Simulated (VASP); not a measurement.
A VASP calculation is set up with these files.

**KPOINTS**
```
Automatic mesh
0
Gamma
10 10 10
0 0 0
```

**INCAR**
```
SYSTEM = AuZn
PREC = Accurate; ENCUT = 420; LREAL = .FALSE.
LASPH = .TRUE.
EDIFF = 1E-09; NELM = 100; ALGO = Normal
LMAXMIX = 6
ISMEAR = 1; SIGMA = 0.272
IBRION = 2; NSW = 50; ISIF = 3
EDIFFG = -0.005
LWAVE = .FALSE.; LCHARG = .FALSE.
```

File POSCAR:
```
AuZn
1
    3.1947300000     0.0000000000     0.0000000000
    0.0000000000     3.1947300000     0.0000000000
    0.0000000000     0.0000000000     3.1947300000
Zn Au
1 1
Direct
  0.5000000000   0.5000000000   0.5000000000
  0.0000000000   0.0000000000   0.0000000000
```

POTCAR, in this order: Zn Au (LDA.64 set). Program: vasp_std.

### Question
Translate this LDA calculation to Ansatz.

### Answer
One equivalent input (not run):
Ansatz 0.2 input:
```yaml
crystal:
  lattice:
    - [3.1947300, 0.0000000, 0.0000000]
    - [0.0000000, 3.1947300, 0.0000000]
    - [0.0000000, 0.0000000, 3.1947300]
  atoms:
    - { symbol: Zn, position: [0.5000000, 0.5000000, 0.5000000] }
    - { symbol: Au, position: [0.0000000, 0.0000000, 0.0000000] }
kpoints:
  mp_grid: { grid: [10, 10, 10] }
hamiltonian:
  xc: lda
  pseudopotentials: { kind: paw }
scf:
  occupations: { method: methfessel_paxton, width: 0.272 }
  max_iter: 100
relax:
  max_steps: 50
  f_tol: 0.005
  cell: {}
output: { forces: true, stress: true, eigenvalues: true }
```
What does not carry over: each code has its own PAW files, so the cut-off isn't converted (ENCUT is set for VASP's; basis.ecutwfc is left out, and Ansatz then takes the one that its files recommend); Ansatz stops its SCF on the density residual and VASP on the energy change (EDIFF); Ansatz's lda is the Perdew-Wang form, while the LDA potentials of VASP carry Perdew-Zunger's.

The structure is a typed AuZn crystal. This run relaxes it. Symmetry was kept, so distortions that lower it aren't found. The run is one of a series of settings (EDIFF = 1E-09, EDIFFG = -0.005, ENCUT = 420, IBRION = 2, ISIF = 3, NSW = 50, KPOINTS 10×10×10 Γ-centred mesh against the base run), some of them coarse on purpose.
